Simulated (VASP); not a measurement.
Here is a VASP 6.6.1 calculation.

File INCAR:

```
PREC = Accurate
ENCUT = 520
EDIFF = 1E-7
ISMEAR = 1
SIGMA = 0.05
LREAL = F
LASPH = T
NELM = 100
ALGO = Normal
ISIF = 2
LWAVE = F
LCHARG = T
GGA = CA
LELF = T
LVHAR = T
NBANDS = 25
```

KPOINTS

```
Automatic mesh
0
Gamma
  4 4 4
```

Contents of POSCAR:

```
Rb3Na
1.0
    6.7605980000      0.0000000000      0.0000000000
    0.0000000000      6.7605980000      0.0000000000
    0.0000000000      0.0000000000      6.7605980000
Rb Na
3 1
Direct
    0.0000000000      0.5000000000      0.5000000000
    0.5000000000      0.0000000000      0.5000000000
    0.5000000000      0.5000000000      0.0000000000
    0.0000000000      0.0000000000      0.0000000000
```

Potentials or basis: VASP PAW LDA potentials, release 64 (Rb_sv, Na_pv).

The run is started by

```bash
$ cat potpaw_LDA.64/Rb_sv/POTCAR potpaw_LDA.64/Na_pv/POTCAR > POTCAR
$ mpirun -np 1 vasp_std > vasp.out
```

Task: What does it give for the pressure?

Result: -0.5 GPa.

Task: Predict the band gap on the k mesh.

Result: None (metal or under the smearing width).
